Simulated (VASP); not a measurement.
The input files of a VASP run:

KPOINTS:
```
Automatic mesh
0
Gamma
7 7 7
0 0 0
```

**INCAR**
```
SYSTEM = NiSi2
PREC = Accurate
ENCUT = 400
EDIFF = 1E-6
NELM = 100
ALGO = Normal
LREAL = .FALSE.
LASPH = .TRUE.
ISMEAR = 1
SIGMA = 0.1
GGA = PE
LMAXMIX = 4
LWAVE = .FALSE.
LCHARG = .FALSE.
ISIF = 2
```

**POSCAR**
```
NiSi2
1
    2.7050000000     0.0000000000     2.7050000000
    0.0000000000     2.7050000000     2.7050000000
    2.7050000000     2.7050000000     0.0000000000
Si Ni
2 1
Direct
  0.2500000000   0.2500000000   0.2500000000
  0.7500000000   0.7500000000   0.7500000000
  0.0000000000   0.0000000000   0.0000000000
```

POTCAR, in this order: Si Ni (PBE.64 set). Program: vasp_std.

The resulting files:

File standard output:
```
 -----------------------------------------------------------------------------
|                                                                             |
|     EEEEEEE  RRRRRR   RRRRRR   OOOOOOO  RRRRRR      ###     ###     ###     |
|     E        R     R  R     R  O     O  R     R     ###     ###     ###     |
|     E        R     R  R     R  O     O  R     R     ###     ###     ###     |
|     EEEEE    RRRRRR   RRRRRR   O     O  RRRRRR       #       #       #      |
|     E        R   R    R   R    O     O  R   R                               |
|     E        R    R   R    R   O     O  R    R      ###     ###     ###     |
|     EEEEEEE  R     R  R     R  OOOOOOO  R     R     ###     ###     ###     |
|                                                                             |
|     ERROR: the triple product of the basis vectors is negative exchange     |
|     two basis vectors                                                       |
|                                                                             |
|       ---->  I REFUSE TO CONTINUE WITH THIS SICK JOB ... BYE!!! <----       |
|                                                                             |
 -----------------------------------------------------------------------------
```

**Question.** Read the log: what went wrong, and how is it fixed?

**Answer.** The cause: the lattice vectors form a left-handed set. VASP stops with an error: ERROR: the triple product of the basis vectors is negative exchange two basis vectors ----> I REFUSE TO CONTINUE WITH THIS SICK JOB ... BYE!!! <---- To mend it, correct POSCAR.
POSCAR:
```
NiSi2
1
    0.0000000000     2.7050000000     2.7050000000
    2.7050000000     0.0000000000     2.7050000000
    2.7050000000     2.7050000000     0.0000000000
Si Ni
2 1
Direct
  0.2500000000   0.2500000000   0.2500000000
  0.7500000000   0.7500000000   0.7500000000
  0.0000000000   0.0000000000   0.0000000000
```
The mended run (PBE GGA, plane waves, VASP's PBE PAW potentials (set 64)) converges, and its OSZICAR ends with
```
   1 F= -.17377402E+02 E0= -.17376698E+02  d E =-.211056E-02
```

The compound is NiSi2 in the fluorite structure. The cell was not relaxed at this level. The run is not spin-polarised, so no magnetic state was tried.
